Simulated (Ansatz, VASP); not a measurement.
# PN in two plane-wave programs

Wanted: the spread between two codes on one cell, functional and k mesh. The cell is generated by rule, not measured, and may not be a known phase. The cell is taken from a series of runs on this material, whose earlier steps may have relaxed, scaled, displaced or heated it; both programs get it as it stands. Other levels of theory on this material are compared in a session of their own.

Program: Ansatz 0.2.0. Level of theory: plane waves, with VASP 6.6.1 beside it; zone-centre phonons at PBEsol. Results are calculated unless marked as measured.

The structure was built from a prototype and need not be the compound's stable phase.

## Step 1: Set-up

The structure is cubic, space group Fm-3m (No. 225). The conventional cell has a = 4.308 Å, b = 4.308 Å, c = 4.308 Å, α = 90.00°, β = 90.00°, γ = 90.00°. Nearest to P lie 6 N at 2.15 Å. Nearest to N lie 6 P at 2.15 Å. Farther neighbours and most contacts between anions are not listed.

As a file:

```cif
data_structure
_symmetry_space_group_name_H-M 'P 1'
_symmetry_Int_Tables_number 1
_cell_length_a 3.0460
_cell_length_b 3.0460
_cell_length_c 3.0460
_cell_angle_alpha 60.001
_cell_angle_beta 60.001
_cell_angle_gamma 60.001
_cell_volume 19.98
loop_
_atom_site_label
_atom_site_type_symbol
_atom_site_fract_x
_atom_site_fract_y
_atom_site_fract_z
_atom_site_occupancy
P1 P 0.50000 0.50000 0.50000 1
N2 N 0.00000 0.00000 0.00000 1
```

## Step 2: VASP: zone-centre phonons, PBEsol

Second derivatives magnify differences that forces hide, and they need a tight electronic threshold.

Lines of VASP's logs that name or quote its potential files are left out, and so is its time.

File INCAR:

```
SYSTEM = PN
PREC = Accurate
ENCUT = 600
EDIFF = 1E-08
NELM = 120
ISMEAR = 0
SIGMA = 0.02
LREAL = .FALSE.
ALGO = Normal
GGA = PS
NBANDS = 11
LORBIT = 11
LWAVE = .FALSE.
LCHARG = .FALSE.
ISIF = 2
IBRION = 8
LASPH = .TRUE.
GGA_COMPAT = .FALSE.
EFERMI = MIDGAP
KPAR = 2
```

File POSCAR:

```
PN
1.0
    1.5230062315      0.8793080578      2.4870027869
   -1.5230062315      0.8793080578      2.4870027869
    0.0000000000     -1.7586161155      2.4870027869
P N
1 1
Direct
    0.5000000000      0.5000000000      0.5000000000
    0.0000000000      0.0000000000      0.0000000000
```

File KPOINTS:

```
Automatic mesh
0
Gamma
12 12 12
0 0 0
```

PAW data sets: P and N (PBE family, release 64).

Command:

```bash
$ mpirun -np 2 vasp_std
```

Numbers of over 12 decimals in the logs are rounded to 6 here.

The log of the run:

```text
[banner, memory and clock lines left out]
running    2 mpi-ranks, on    1 nodes
 distrk:  each k-point on    1 cores,    2 groups
 distr:  one band on    1 cores,    1 groups

 POSCAR found type information on POSCAR P N
 POSCAR found :  2 types and       2 ions
|                                                                             |
|               ----> ADVICE to this user running VASP <----                  |
|                                                                             |
|     You enforced a specific xc type in the INCAR file but a different       |
|     [... a line on the potential file left out ...]
|     I HOPE YOU KNOW WHAT YOU ARE DOING!                                     |
|                                                                             |

|                                                                             |
|           W    W    AA    RRRRR   N    N  II  N    N   GGGG   !!!           |
|           W    W   A  A   R    R  NN   N  II  NN   N  G    G  !!!           |
|           W    W  A    A  R    R  N N  N  II  N N  N  G       !!!           |
|           W WW W  AAAAAA  RRRRR   N  N N  II  N  N N  G  GGG   !            |
|           WW  WW  A    A  R   R   N   NN  II  N   NN  G    G                |
|           W    W  A    A  R    R  N    N  II  N    N   GGGG   !!!           |
|                                                                             |
|     Inconsistent Bravais lattice types found for crystalline and            |
|     reciprocal lattice:                                                     |
|                                                                             |
|        Crystalline: rhombohedral (trigonal)                                 |
|        Reciprocal : body-centered cubic                                     |
|                    (instead of rhombohedral (trigonal))                     |
|                                                                             |
|     In most cases this is due to inaccuracies in the specification of       |
|     the crytalline lattice vectors.                                         |
|                                                                             |
|     Suggested SOLUTIONS:                                                    |
|      ) Refine the lattice parameters of your structure,                     |
|      ) and/or try changing SYMPREC.                                         |
|                                                                             |

 LDA part: xc-table for (Slater+PW92), standard interpolation
 POSCAR, INCAR and KPOINTS ok, starting setup
 FFT: planning ... GRIDC
 FFT: planning ... GRID_SOFT
 FFT: planning ... GRID
 WAVECAR not read
 entering main loop
       N       E                     dE             d eps       ncg     rms          rms(c)
DAV:   1     0.196302567486E+02    0.19630E+02   -0.55577E+03  4158   0.950E+02
DAV:   2    -0.121080479693E+02   -0.31738E+02   -0.29907E+02  5448   0.160E+02
DAV:   3    -0.132714169553E+02   -0.11634E+01   -0.11566E+01  5302   0.266E+01
DAV:   4    -0.132760550182E+02   -0.46381E-02   -0.46370E-02  4687   0.173E+00
DAV:   5    -0.132760771883E+02   -0.22170E-04   -0.22170E-04  5028   0.122E-01    0.884E+00
DAV:   6    -0.125500980052E+02    0.72598E+00   -0.73417E+00  5069   0.141E+01    0.432E+00
DAV:   7    -0.125140900799E+02    0.36008E-01   -0.39813E-01  4713   0.434E+00    0.343E+00
DAV:   8    -0.125127695145E+02    0.13206E-02   -0.53342E-02  4602   0.196E+00    0.874E-01
DAV:   9    -0.125093634586E+02    0.34061E-02   -0.18340E-02  4908   0.815E-01    0.108E-01
DAV:  10    -0.125093781583E+02   -0.14700E-04   -0.33679E-04  4478   0.159E-01    0.160E-02
DAV:  11    -0.125093767430E+02    0.14154E-05   -0.46705E-06  4962   0.177E-02    0.924E-03
DAV:  12    -0.125093765491E+02    0.19386E-06   -0.25686E-07  4723   0.421E-03    0.151E-03
DAV:  13    -0.125093765619E+02   -0.12798E-07   -0.24589E-08  4644   0.110E-03    0.757E-04
DAV:  14    -0.125093765681E+02   -0.61949E-08   -0.61580E-10  2457   0.206E-04
   1 F= -.12509377E+02 E0= -.12509377E+02  d E =-.455933E-13
 Linear response reoptimize wavefunctions to high precision
DAV:   1    -0.125093765746E+02   -0.64607E-08   -0.92312E-10  2868   0.186E-04
DAV:   2    -0.125093765746E+02    0.12506E-11   -0.50499E-11  2370   0.105E-04
 Linear response DOF=           4
 Linear response progress:
  Degree of freedom:   1/  4
       N       E                     dE             d eps       ncg     rms          rms(c)
RMM:   1    -0.339823978437E-01   -0.33982E-01    0.43756E-03 25719   0.128E+00
RMM:   2    -0.338231139452E-01    0.15928E-03   -0.90339E-04 16456   0.249E-01    0.163E-01
RMM:   3    -0.331301598169E-01    0.69295E-03   -0.93958E-05 17101   0.582E-02    0.897E-02
RMM:   4    -0.327998226159E-01    0.33034E-03   -0.46174E-05 17045   0.399E-02    0.234E-02
RMM:   5    -0.328443064721E-01   -0.44484E-04   -0.19217E-06 17382   0.103E-02    0.115E-03
RMM:   6    -0.328500189077E-01   -0.57124E-05   -0.21713E-07 17468   0.117E-03    0.609E-04
RMM:   7    -0.328520905847E-01   -0.20717E-05   -0.17588E-07 17640   0.462E-04    0.108E-04
RMM:   8    -0.328518651837E-01    0.22540E-06   -0.96889E-08 18202   0.651E-05    0.386E-05
RMM:   9    -0.328518496306E-01    0.15553E-07   -0.10908E-07 18078   0.426E-05    0.436E-06
RMM:  10    -0.328518826061E-01   -0.32975E-07   -0.15247E-07 17585   0.209E-05    0.149E-06
RMM:  11    -0.328518783110E-01    0.42951E-08   -0.16207E-07 14431   0.186E-05    0.150E-07
RMM:  12    -0.328518786878E-01   -0.37680E-09   -0.18630E-07  8581   0.179E-05    0.327E-08
 first order change of Fermi-energy   0.29587E-05
 force on displaced ion       1 direction 1 :  10.742   0.000  -0.000
 Linear response progress:
  Degree of freedom:   2/  4
       N       E                     dE             d eps       ncg     rms          rms(c)
RMM:   1    -0.342993240125E-01   -0.34299E-01    0.11954E-03 10157   0.129E+00
RMM:   2    -0.338216503662E-01    0.47767E-03   -0.10100E-03  6526   0.262E-01    0.163E-01
RMM:   3    -0.331291829094E-01    0.69247E-03   -0.94992E-05  6806   0.591E-02    0.897E-02
RMM:   4    -0.327991475086E-01    0.33004E-03   -0.45158E-05  6755   0.398E-02    0.235E-02
RMM:   5    -0.328431514901E-01   -0.44004E-04   -0.11587E-06  6908   0.102E-02    0.116E-03
RMM:   6    -0.328491424459E-01   -0.59910E-05    0.62049E-08  6935   0.117E-03    0.604E-04
RMM:   7    -0.328511191618E-01   -0.19767E-05    0.10084E-07  6977   0.463E-04    0.950E-05
RMM:   8    -0.328510515731E-01    0.67589E-07    0.10466E-07  7046   0.637E-05    0.689E-05
RMM:   9    -0.328509391476E-01    0.11243E-06    0.11642E-07  7178   0.575E-05    0.573E-06
RMM:  10    -0.328509750508E-01   -0.35903E-07    0.54657E-08  6680   0.206E-05    0.111E-06
RMM:  11    -0.328509774180E-01   -0.23672E-08    0.13915E-07  5774   0.187E-05    0.182E-07
RMM:  12    -0.328509768102E-01    0.60775E-09    0.11792E-07  3467   0.179E-05    0.611E-08
 first order change of Fermi-energy   0.42535E-04
 force on displaced ion       1 direction 3 :   0.000   0.000  10.741
 Linear response progress:
  Degree of freedom:   3/  4
       N       E                     dE             d eps       ncg     rms          rms(c)
RMM:   1    -0.217472333708E+00   -0.21747E+00    0.17683E-01 22084   0.324E+00
RMM:   2    -0.220599941892E+00   -0.31276E-02   -0.39649E-03 16515   0.557E-01    0.179E-01
RMM:   3    -0.221097397067E+00   -0.49746E-03   -0.96795E-05 17125   0.734E-02    0.105E-01
RMM:   4    -0.222062450485E+00   -0.96505E-03   -0.80242E-05 16873   0.624E-02    0.122E-02
RMM:   5    -0.222049522325E+00    0.12928E-04   -0.15515E-06 17399   0.102E-02    0.168E-03
RMM:   6    -0.222035111666E+00    0.14411E-04    0.11476E-08 17943   0.101E-03    0.728E-04
RMM:   7    -0.222031599449E+00    0.35122E-05    0.35609E-08 17803   0.357E-04    0.647E-05
RMM:   8    -0.222031298069E+00    0.30138E-06    0.10658E-07 18608   0.905E-05    0.982E-06
RMM:   9    -0.222031239937E+00    0.58133E-07    0.29765E-08 18466   0.465E-05    0.508E-06
RMM:  10    -0.222031226495E+00    0.13441E-07    0.64960E-08 16650   0.430E-05    0.259E-07
RMM:  11    -0.222031227500E+00   -0.10048E-08    0.32546E-08 11816   0.396E-05    0.846E-08
 first order change of Fermi-energy   0.15960E-03
 force on displaced ion       2 direction 1 :  10.741  -0.000   0.000
 Linear response progress:
  Degree of freedom:   4/  4
       N       E                     dE             d eps       ncg     rms          rms(c)
RMM:   1    -0.218670139446E+00   -0.21867E+00    0.16484E-01  8678   0.324E+00
RMM:   2    -0.220600061262E+00   -0.19299E-02   -0.40334E-03  6566   0.566E-01    0.179E-01
RMM:   3    -0.221096684688E+00   -0.49662E-03   -0.96531E-05  6838   0.736E-02    0.105E-01
RMM:   4    -0.222062660453E+00   -0.96598E-03   -0.80207E-05  6703   0.625E-02    0.122E-02
RMM:   5    -0.222048677832E+00    0.13983E-04   -0.16117E-06  6923   0.101E-02    0.166E-03
RMM:   6    -0.222035386671E+00    0.13291E-04   -0.76451E-08  7111   0.101E-03    0.765E-04
RMM:   7    -0.222031764341E+00    0.36223E-05   -0.67129E-08  7068   0.275E-04    0.253E-04
RMM:   8    -0.222030990047E+00    0.77429E-06   -0.67503E-08  7117   0.184E-04    0.958E-06
RMM:   9    -0.222030937461E+00    0.52586E-07   -0.65085E-08  7346   0.526E-05    0.500E-06
RMM:  10    -0.222030921167E+00    0.16294E-07   -0.35895E-08  6599   0.448E-05    0.699E-07
RMM:  11    -0.222030925253E+00   -0.40854E-08   -0.40860E-08  5016   0.416E-05    0.107E-07
 first order change of Fermi-energy   0.43586E-03
 force on displaced ion       2 direction 3 :   0.000   0.000  10.740
 Linear response finished
```

Parts of OUTCAR (step 2):

```text
ion  position               nearest neighbor table
   1  0.500  0.500  0.500-   2 2.15   2 2.15   2 2.15   2 2.15   2 2.15   2 2.15
   2  0.000  0.000  0.000-   1 2.15   1 2.15   1 2.15   1 2.15   1 2.15   1 2.15

  LATTYP: Found a trigonal (rhomboedric) cell.
 ALAT       =     3.0459667601
 COS(alpha) =     0.4999849955

 Subroutine GETGRP returns: Found 12 space group operations
 (whereof 12 operations were pure point group operations)

The static configuration has the point symmetry D_3d.

 Found    189 irreducible k-points:

   k-points           NKPTS =    189   k-points in BZ     NKDIM =    189   number of bands    NBANDS=     11

   dimension x,y,z NGX =    24 NGY =   24 NGZ =   24
   dimension x,y,z NGXF=    48 NGYF=   48 NGZF=   48

   ENCUT  =  600.0 eV  44.10 Ry    6.64 a.u.   6.08  6.08  6.08*2*pi/ulx,y,z

   NELECT =      10.0000    total number of electrons

 k-points in reciprocal lattice and weights: Automatic mesh
   0.00000000  0.00000000  0.00000000       0.001
   0.08333333  0.00000000  0.00000000       0.003
   0.08333333  0.08333333  0.08333333       0.001
   0.16666667  0.00000000  0.00000000       0.003
   0.16666667  0.16666667  0.16666667       0.001
   0.25000000  0.00000000  0.00000000       0.003
   0.25000000  0.25000000  0.25000000       0.001
   0.33333333  0.00000000  0.00000000       0.003
   0.33333333  0.33333333  0.33333333       0.001
[...]
-0.33333333  0.50000000  0.16666667       0.007
  -0.25000000  0.50000000  0.25000000       0.003

 average (electrostatic) potential at core
       1 -80.1321       2 -59.9388

  Total       -0.0156845     -0.0156845     -0.0151005      0.0000000     -0.0000000      0.0000000
  in kB       -1.2575081     -1.2575081     -1.2106853      0.0000000     -0.0000000      0.0000000
  external PRESSURE =      -1.2419005 kB  Pullay stress =       0.0000000 kB

  energy-cutoff  :      600.00
  volume of cell :       19.98
      direct lattice vectors                 reciprocal lattice vectors
     1.523006231  0.879308058  2.487002787     0.328298066  0.189542977  0.134030141
    -1.523006231  0.879308058  2.487002787    -0.328298066  0.189542977  0.134030141
     0.000000000 -1.758616115  2.487002787     0.000000000 -0.379085953  0.134030141

 POSITION                                       TOTAL-FORCE (eV/Angst)
 -----------------------------------------------------------------------------------
      0.00000      0.00000      3.73050         0.000000      0.000000      0.000000
      0.00000      0.00000      0.00000        -0.000000      0.000000     -0.000000
 -----------------------------------------------------------------------------------
    total drift:                               -0.000000     -0.000000     -0.000000

 Eigenvectors and eigenvalues of the dynamical matrix
 ----------------------------------------------------

   1 f  =    0.000347 THz     0.002180 2PiTHz    0.011575 cm-1     0.001435 meV
             X         Y         Z           dx          dy          dz
      0.000000  0.000000  3.730504     0.000000    0.000002   -0.829864
      0.000000  0.000000  0.000000    -0.000000    0.000001   -0.557966

   2 f  =    0.000335 THz     0.002106 2PiTHz    0.011180 cm-1     0.001386 meV
             X         Y         Z           dx          dy          dz
      0.000000  0.000000  3.730504    -0.346836   -0.753910   -0.000002
      0.000000  0.000000  0.000000    -0.233198   -0.506896   -0.000001

   3 f  =    0.000335 THz     0.002106 2PiTHz    0.011180 cm-1     0.001386 meV
             X         Y         Z           dx          dy          dz
      0.000000  0.000000  3.730504    -0.753910    0.346836    0.000001
      0.000000  0.000000  0.000000    -0.506896    0.233198    0.000001

   4 f/i=   16.499272 THz   103.667986 2PiTHz  550.356486 cm-1    68.235477 meV
             X         Y         Z           dx          dy          dz
      0.000000  0.000000  3.730504     0.000000    0.000000   -0.557966
      0.000000  0.000000  0.000000     0.000000   -0.000000    0.829864

   5 f/i=   16.500306 THz   103.674480 2PiTHz  550.390965 cm-1    68.239752 meV
             X         Y         Z           dx          dy          dz
      0.000000  0.000000  3.730504     0.557965   -0.000000    0.000000
      0.000000  0.000000  0.000000    -0.829864   -0.000000    0.000000

   6 f/i=   16.500306 THz   103.674480 2PiTHz  550.390965 cm-1    68.239752 meV
             X         Y         Z           dx          dy          dz
      0.000000  0.000000  3.730504     0.000000   -0.557965   -0.000000
      0.000000  0.000000  0.000000    -0.000000    0.829864    0.000000

 ELASTIC MODULI CONTR FROM IONIC RELAXATION (kBar)
 Direction    XX          YY          ZZ          XY          YZ          ZX
 --------------------------------------------------------------------------------
 XX           0.0000      0.0000      0.0000      0.0000      0.0000      0.0000
 YY           0.0000      0.0000      0.0000      0.0000      0.0000      0.0000
 ZZ           0.0000      0.0000      0.0000      0.0000      0.0000      0.0000
 XY           0.0000      0.0000      0.0000      0.0000      0.0000      0.0000
 YZ           0.0000      0.0000      0.0000      0.0000      0.0000      0.0000
 ZX           0.0000      0.0000      0.0000      0.0000      0.0000      0.0000
 --------------------------------------------------------------------------------
```

(Part 1 of 2 ends here.)

[Lines on the potential files, build, host, timing and source positions are cut from VASP's logs without a mark.]

[Logs are printed without paths, hosts, clocks, repeated set-up lines and the standing remarks that a program may print on its own settings, such as how far it seeks lower states.]

[Hosts, paths, dates, database ids (printed as entryN), source tags and the programs' standing remarks are cut or masked in the printed files.]
